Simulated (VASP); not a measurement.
**What goes wrong when the gap of CdSe is computed with a bad input**

Some runs for the gap of CdSe get a fault in the input on purpose. Which of them show, and how? The starting structure is a cell with measured lattice constants from the literature and the atomic positions of a computed structure of the Materials Project. Cell and atoms stay as given unless a step says otherwise.

Calculated with VASP 6.6.1; Kohn-Sham DFT with plane waves and PAW; LDA.

## 1. The structure

Symmetry: F-43m, No. 216, cubic system. Conventional cell: a = 6.050 Å, b = 6.050 Å, c = 6.050 Å, α = 90.00°, β = 90.00°, γ = 90.00°. Nearest to Cd lie 4 Se at 2.62 Å. Nearest to Se lie 4 Cd at 2.62 Å. Farther neighbours and most contacts between anions are not listed.

As a file:

```cif
data_structure
_symmetry_space_group_name_H-M 'F-43m'
_symmetry_Int_Tables_number 216
_cell_length_a 6.0500
_cell_length_b 6.0500
_cell_length_c 6.0500
_cell_angle_alpha 90.000
_cell_angle_beta 90.000
_cell_angle_gamma 90.000
_cell_volume 221.45
loop_
_atom_site_label
_atom_site_type_symbol
_atom_site_symmetry_multiplicity
_atom_site_Wyckoff_symbol
_atom_site_fract_x
_atom_site_fract_y
_atom_site_fract_z
_atom_site_occupancy
Cd1 Cd 4 a 0.00000 0.00000 0.00000 1
Se1 Se 4 d 0.25000 0.25000 0.75000 1
```

## 2. Reference bands

File INCAR:

```
SYSTEM = CdSe
PREC = Accurate
ENCUT = 350
EDIFF = 1E-06
NELM = 100
ISMEAR = 0
SIGMA = 0.03
LREAL = .FALSE.
ALGO = Normal
GGA = CA
NBANDS = 21
LORBIT = 11
LWAVE = .FALSE.
LCHARG = .FALSE.
KPAR = 4
LASPH = .TRUE.
```

File POSCAR:

```
CdSe
1.0
    0.0000000000      3.0250000000      3.0250000000
    3.0250000000      0.0000000000      3.0250000000
    3.0250000000      3.0250000000      0.0000000000
Cd Se
1 1
Direct
    0.0000000000      0.0000000000      0.0000000000
    0.2500000000      0.2500000000      0.2500000000
```

File KPOINTS:

```
Automatic mesh
0
Gamma
6 6 6
0 0 0
```

File KPOINTS_OPT:

```
Line mode
10
Line-mode
Reciprocal
  0.00000000   0.00000000   0.00000000 GAMMA
  0.50000000   0.00000000   0.50000000 X

  0.50000000   0.00000000   0.50000000 X
  0.50000000   0.25000000   0.75000000 W

  0.50000000   0.25000000   0.75000000 W
  0.37500000   0.37500000   0.75000000 K

  0.37500000   0.37500000   0.75000000 K
  0.00000000   0.00000000   0.00000000 GAMMA

  0.00000000   0.00000000   0.00000000 GAMMA
  0.50000000   0.50000000   0.50000000 L

  0.50000000   0.50000000   0.50000000 L
  0.62500000   0.25000000   0.62500000 U

  0.62500000   0.25000000   0.62500000 U
  0.50000000   0.25000000   0.75000000 W

  0.50000000   0.25000000   0.75000000 W
  0.50000000   0.50000000   0.50000000 L

  0.50000000   0.50000000   0.50000000 L
  0.37500000   0.37500000   0.75000000 K

  0.62500000   0.25000000   0.62500000 U
  0.50000000   0.00000000   0.50000000 X
```

PAW data sets: Cd and Se (LDA family, release 64).

The run is started by

```sh
mpirun -np 4 vasp_std
```

What it wrote:

```text
[banner, memory and clock lines left out]
running    4 mpi-ranks, on    1 nodes
 distrk:  each k-point on    1 cores,    4 groups
 distr:  one band on    1 cores,    1 groups

 POSCAR found type information on POSCAR CdSe
 POSCAR found :  2 types and       2 ions
 LDA part: xc-table for (Slater(with rela. corr.)+CA(PZ))
 , standard interpolation
 POSCAR, INCAR and KPOINTS ok, starting setup
 FFT: planning ... GRIDC
 FFT: planning ... GRID_SOFT
 FFT: planning ... GRID
 WAVECAR not read
 entering main loop
       N       E                     dE             d eps       ncg     rms          rms(c)
DAV:   1     0.866322391300E+02    0.86632E+02   -0.67812E+03   720   0.559E+02
DAV:   2    -0.380909828734E+01   -0.90441E+02   -0.85726E+02   780   0.179E+02
DAV:   3    -0.711498136686E+01   -0.33059E+01   -0.32902E+01   790   0.350E+01
DAV:   4    -0.712754044149E+01   -0.12559E-01   -0.12558E-01   747   0.213E+00
DAV:   5    -0.712760524989E+01   -0.64808E-04   -0.64808E-04   810   0.139E-01    0.661E+00
DAV:   6    -0.678504500629E+01    0.34256E+00   -0.32625E-01   819   0.680E+00    0.519E+00
DAV:   7    -0.675590200441E+01    0.29143E-01   -0.10322E-01   785   0.183E+00    0.212E+00
DAV:   8    -0.675264040794E+01    0.32616E-02   -0.11474E-02   752   0.102E+00    0.221E-01
DAV:   9    -0.675234026945E+01    0.30014E-03   -0.10876E-03   772   0.364E-01    0.486E-02
DAV:  10    -0.675232759241E+01    0.12677E-04   -0.91439E-05   775   0.109E-01    0.378E-02
DAV:  11    -0.675233242489E+01   -0.48325E-05   -0.16489E-05   727   0.267E-02    0.137E-02
DAV:  12    -0.675233222943E+01    0.19545E-06   -0.52195E-07   500   0.845E-03
   1 F= -.67523322E+01 E0= -.67523322E+01  d E =-.188153E-11
 Start KPOINTS_OPT (optional k-point list driver)
k-point batch [1-16\100]
       N       E                     dE             ncg
DAV:   1    -0.592899366505E+02   -0.56831E+04      728
DAV:   2    -0.148993396980E+04   -0.14306E+04      755
DAV:   3    -0.154229717932E+04   -0.52363E+02      823
DAV:   4    -0.154248708829E+04   -0.18991E+00      786
DAV:   5    -0.154248805043E+04   -0.96213E-03      825
DAV:   6    -0.154248805944E+04   -0.90140E-05      811
DAV:   7    -0.154248805953E+04   -0.93792E-07      647
[...]
k-point batch [97-100\100]
       N       E                     dE             ncg
DAV:   1     0.602827071802E+04   -0.20416E+04      184
DAV:   2     0.568473875448E+04   -0.34353E+03      199
DAV:   3     0.567300393748E+04   -0.11735E+02      203
DAV:   4     0.567295864270E+04   -0.45295E-01      198
DAV:   5     0.567295840141E+04   -0.24129E-03      208
DAV:   6     0.567295839911E+04   -0.23042E-05      203
DAV:   7     0.567295839909E+04   -0.23141E-07      176
```

The job ended after 9.8 s (4 MPI ranks of Intel Xeon Platinum 8259CL at 2.50GHz (Skylake/Cascade Lake), shared host; peak memory 0.57 GiB).

Lines that name or quote the potential files are left out of all logs, and their timing lines are given in words.

OUTCAR, selected parts (step 2):

```text
ion  position               nearest neighbor table
   1  0.000  0.000  0.000-   2 2.62   2 2.62   2 2.62   2 2.62
   2  0.250  0.250  0.250-   1 2.62   1 2.62   1 2.62   1 2.62

  LATTYP: Found a face centered cubic cell.
 ALAT       =     6.0500000000

 Subroutine GETGRP returns: Found 24 space group operations
 (whereof 24 operations were pure point group operations)

The static configuration has the point symmetry T_d .

 Found     16 irreducible k-points:

   k-points           NKPTS =     16   k-points in BZ     NKDIM =     16   number of bands    NBANDS=     21

   dimension x,y,z NGX =    28 NGY =   28 NGZ =   28
   dimension x,y,z NGXF=    56 NGYF=   56 NGZF=   56

   ENCUT  =  350.0 eV  25.72 Ry    5.07 a.u.   6.53  6.53  6.53*2*pi/ulx,y,z

   NELECT =      18.0000    total number of electrons

 k-points in reciprocal lattice and weights: Automatic mesh
   0.00000000  0.00000000  0.00000000       0.005
   0.16666667  0.00000000  0.00000000       0.037
   0.33333333  0.00000000  0.00000000       0.037
   0.50000000  0.00000000  0.00000000       0.019
   0.16666667  0.16666667  0.00000000       0.028
   0.33333333  0.16666667  0.00000000       0.111
   0.50000000  0.16666667  0.00000000       0.111
  -0.33333333  0.16666667  0.00000000       0.111
  -0.16666667  0.16666667  0.00000000       0.056
[...]
-0.33333333  0.33333333  0.16666667       0.111
  -0.33333333  0.50000000  0.16666667       0.056

 average (electrostatic) potential at core
       1 -40.6131       2 -62.6177

 E-fermi :   1.0795

 k-point     1 :       0.0000    0.0000    0.0000
  band No.  band energies     occupation
    ...
      5      -6.6548      2.00000
      6      -6.6548      2.00000
      7       0.9500      2.00000
      8       0.9500      2.00000
      9       0.9500      2.00000
     10       1.3388      0.00000
     11       6.7401      0.00000
     12       6.7401      0.00000
     13       6.7401      0.00000
     14      10.5046      0.00000
    ...

 k-point     2 :       0.1667    0.0000    0.0000
  band No.  band energies     occupation
    ...
      5      -6.6551      2.00000
      6      -6.6551      2.00000
      7      -0.8569      2.00000
      8       0.7280      2.00000
      9       0.7280      2.00000
     10       2.7142      0.00000
     11       6.4975      0.00000
     12       7.0739      0.00000
     13       7.0739      0.00000
     14      11.0133      0.00000
    ...

 k-point     3 :       0.3333    0.0000    0.0000
  band No.  band energies     occupation
    ...
      5      -6.6437      2.00000
      6      -6.6437      2.00000
      7      -2.7201      2.00000
      8       0.3382      2.00000
      9       0.3382      2.00000
     10       3.1808      0.00000
     11       7.3271      0.00000
     12       7.3271      0.00000
     13       7.3694      0.00000
     14      10.5671      0.00000
    ...

  Total       -0.3739220     -0.3739220     -0.3739220     -0.0000000      0.0000000     -0.0000000
  in kB      -10.8214513    -10.8214513    -10.8214513     -0.0000000      0.0000000     -0.0000000
  external PRESSURE =     -10.8214513 kB  Pullay stress =       0.0000000 kB

  energy-cutoff  :      350.00
  volume of cell :       55.36
      direct lattice vectors                 reciprocal lattice vectors
     0.000000000  3.025000000  3.025000000    -0.165289256  0.165289256  0.165289256
     3.025000000  0.000000000  3.025000000     0.165289256 -0.165289256  0.165289256
     3.025000000  3.025000000  0.000000000     0.165289256  0.165289256 -0.165289256

 POSITION                                       TOTAL-FORCE (eV/Angst)
 -----------------------------------------------------------------------------------
      0.00000      0.00000      0.00000        -0.000000     -0.000000     -0.000000
      1.51250      1.51250      1.51250         0.000000      0.000000      0.000000
 -----------------------------------------------------------------------------------
    total drift:                               -0.000000     -0.000000     -0.000000

  FREE ENERGIE OF THE ION-ELECTRON SYSTEM (eV)
  ---------------------------------------------------
  free  energy   TOTEN  =        -6.7523322294 eV

  energy  without entropy=       -6.7523322294  energy(sigma->0) =       -6.75233223

 total charge
# of ion       s       p       d       tot
------------------------------------------
    1        0.461   0.329   9.528  10.318
    2        1.449   2.384   0.024   3.856
--------------------------------------------------
tot          1.910   2.713   9.551  14.174

[... 3 further parts left out ...]
```

Spin-orbit coupling is off here; it would split degenerate levels.

The reference gap is 0.389 eV.

## 3. Bands with a k mesh far too coarse and no band path

A slip made on purpose: a k mesh far too coarse and no band path. Against step 2 the input has a 3×3×3 mesh and no band path (also changed: NELM, NBANDS, KPAR and NCORE).

File INCAR:

```
SYSTEM = CdSe
PREC = Accurate
ENCUT = 350
EDIFF = 1E-06
NELM = 60
ISMEAR = 0
SIGMA = 0.03
LREAL = .FALSE.
ALGO = Normal
GGA = CA
NBANDS = 15
LORBIT = 11
LWAVE = .FALSE.
LCHARG = .FALSE.
KPAR = 2
NCORE = 2
LASPH = .TRUE.
```

POSCAR is that of step 2.

File KPOINTS:

```
Automatic mesh
0
Gamma
3 3 3
0 0 0
```

The run is started by

```sh
mpirun -np 4 vasp_std
```

What it wrote:

```text
[banner, memory and clock lines left out]
running    4 mpi-ranks, on    1 nodes
[...]
LDA part: xc-table for (Slater(with rela. corr.)+CA(PZ))
 , standard interpolation
 POSCAR, INCAR and KPOINTS ok, starting setup
[...]
entering main loop
       N       E                     dE             d eps       ncg     rms          rms(c)
DAV:   1     0.861399657322E+02    0.86140E+02   -0.69675E+03   120   0.795E+02
DAV:   2    -0.389955430265E+01   -0.90040E+02   -0.86467E+02   155   0.234E+02
DAV:   3    -0.694847527147E+01   -0.30489E+01   -0.30455E+01   134   0.449E+01
DAV:   4    -0.696133287277E+01   -0.12858E-01   -0.12857E-01   148   0.283E+00
[...]
DAV:  10    -0.652085450845E+01    0.11866E-04   -0.14925E-04   134   0.171E-01    0.399E-02
DAV:  11    -0.652086175011E+01   -0.72417E-05   -0.18711E-05   120   0.345E-02    0.124E-02
DAV:  12    -0.652086138509E+01    0.36501E-06   -0.23695E-06   134   0.224E-02
   1 F= -.65208614E+01 E0= -.65208614E+01  d E =-.216956E-14
```

It took 2.8 s on 4 MPI ranks; peak memory 0.46 GiB.

From OUTCAR (step 3):

```text
  Total       -0.0692759     -0.0692759     -0.0692759      0.0000000      0.0000000      0.0000000
  in kB       -2.0048721     -2.0048721     -2.0048721      0.0000000      0.0000000      0.0000000
  external PRESSURE =      -2.0048721 kB  Pullay stress =       0.0000000 kB

 POSITION                                       TOTAL-FORCE (eV/Angst)
 -----------------------------------------------------------------------------------
      0.00000      0.00000      0.00000         0.000000      0.000000      0.000000
      1.51250      1.51250      1.51250        -0.000000     -0.000000     -0.000000
 -----------------------------------------------------------------------------------
    total drift:                               -0.000000     -0.000000     -0.000000

  FREE ENERGIE OF THE ION-ELECTRON SYSTEM (eV)
  ---------------------------------------------------
  free  energy   TOTEN  =        -6.5208613851 eV

  energy  without entropy=       -6.5208613851  energy(sigma->0) =       -6.52086139

[... 1 part as in an earlier step ...]

[... 2 further parts left out ...]
[key lines of the parts left out:]
E-fermi :   1.2019
```

With a k mesh far too coarse and no band path the gap is 0.325 eV, -0.064 eV from the reference, read on the mesh alone.

## 4. Bands with a fixed density without a density file

A slip made on purpose: a fixed density without a density file. Against step 2 the input has ICHARG = 11 (also changed: NELM).

Edit INCAR of step 3 so:

```diff
@@ -10,3 +10,3 @@
 GGA = CA
-NBANDS = 15
+NBANDS = 21
 LORBIT = 11
@@ -14,4 +14,4 @@
 LCHARG = .FALSE.
-KPAR = 2
-NCORE = 2
+KPAR = 4
 LASPH = .TRUE.
+ICHARG = 11
```

POSCAR is that of step 3.

File KPOINTS:

```
Automatic mesh
0
Gamma
6 6 6
0 0 0
```

KPOINTS_OPT is that of step 2.

The run is started by

```sh
mpirun -np 4 vasp_std
```

What it wrote:

```text
[banner, memory and clock lines left out]
running    4 mpi-ranks, on    1 nodes
[...]
LDA part: xc-table for (Slater(with rela. corr.)+CA(PZ))
 , standard interpolation
 POSCAR, INCAR and KPOINTS ok, starting setup
[...]
WARNING: CHGCAR is incomplete
|                                                                             |
|     EEEEEEE  RRRRRR   RRRRRR   OOOOOOO  RRRRRR      ###     ###     ###     |
|     E        R     R  R     R  O     O  R     R     ###     ###     ###     |
|     E        R     R  R     R  O     O  R     R     ###     ###     ###     |
|     EEEEE    RRRRRR   RRRRRR   O     O  RRRRRR       #       #       #      |
|     E        R   R    R   R    O     O  R   R                               |
|     E        R    R   R    R   O     O  R    R      ###     ###     ###     |
|     EEEEEEE  R     R  R     R  OOOOOOO  R     R     ###     ###     ###     |
|                                                                             |
|     ERROR: charge density could not be read from file CHGCAR for            |
|     ICHARG>10                                                               |
|                                                                             |
|       ---->  I REFUSE TO CONTINUE WITH THIS SICK JOB ... BYE!!! <----       |
|                                                                             |

1
1
1
1
```

It took 4.6 s on 4 MPI ranks.

VASP stopped with this message: “ERROR: charge density could not be read from file CHGCAR for ICHARG>10”.

## 5. Bands with no empty bands

A slip made on purpose: no empty bands. Against step 2 the input has NBANDS = 9 and no band path (also changed: NELM).

Edit INCAR of step 4 so:

```diff
@@ -10,3 +10,3 @@
 GGA = CA
-NBANDS = 21
+NBANDS = 9
 LORBIT = 11
@@ -16,2 +16 @@
 LASPH = .TRUE.
-ICHARG = 11
```

POSCAR is that of step 4.

KPOINTS is that of step 4.

The run is started by

```sh
mpirun -np 4 vasp_std
```

What it wrote:

```text
[... set-up lines as in an earlier step ...]
 entering main loop
       N       E                     dE             d eps       ncg     rms          rms(c)
DAV:   1     0.984650589737E+02    0.98465E+02   -0.74033E+03   288   0.131E+03
DAV:   2     0.513531021361E-01   -0.98414E+02   -0.98414E+02   310   0.354E+02
DAV:   3    -0.687747816525E+01   -0.69288E+01   -0.69288E+01   310   0.839E+01
DAV:   4    -0.711759624913E+01   -0.24012E+00   -0.24012E+00   319   0.106E+01
[...]
DAV:  11    -0.675233786352E+01   -0.10807E-04   -0.92630E-05   294   0.110E-01    0.109E-02
DAV:  12    -0.675233210546E+01    0.57581E-05   -0.38513E-05   339   0.877E-02    0.333E-03
DAV:  13    -0.675233227162E+01   -0.16616E-06   -0.14820E-06   147   0.139E-02
 -----------------------------------------------------------------------------
|                                                                             |
|           W    W    AA    RRRRR   N    N  II  N    N   GGGG   !!!           |
|           W    W   A  A   R    R  NN   N  II  NN   N  G    G  !!!           |
|           W    W  A    A  R    R  N N  N  II  N N  N  G       !!!           |
|           W WW W  AAAAAA  RRRRR   N  N N  II  N  N N  G  GGG   !            |
|           WW  WW  A    A  R   R   N   NN  II  N   NN  G    G                |
|           W    W  A    A  R    R  N    N  II  N    N   GGGG   !!!           |
|                                                                             |
|     Your highest band is occupied at some k-points! Unless you are          |
|     performing a calculation for an insulator or semiconductor, without     |
|     unoccupied bands, you have included TOO FEW BANDS!! Please increase     |
|     the parameter NBANDS in file INCAR to ensure that the highest band      |
|     is unoccupied at all k-points. It is always recommended to include      |
|     a few unoccupied bands to accelerate the convergence of                 |
|     molecular-dynamics runs (even for insulators or semiconductors),        |
|     since the presence of unoccupied bands improves wavefunction            |
|     prediction and helps to suppress 'band-crossings'.                      |
|                                                                             |
 -----------------------------------------------------------------------------

   1 F= -.67523323E+01 E0= -.67523323E+01  d E =-.502839E-11
```

The job ended after 3.4 s (4 MPI ranks; peak memory 0.5 GiB).

(Part 1 of 2 ends here.)

[Lines on the potential files, build, host, timing and source positions are cut from VASP's logs without a mark.]

[Logs are printed without paths, hosts, clocks, repeated set-up lines and the standing remarks that a program may print on its own settings, such as how far it seeks lower states.]

[Hosts, paths, dates, database ids (printed as entryN), source tags and the programs' standing remarks are cut or masked in the printed files.]
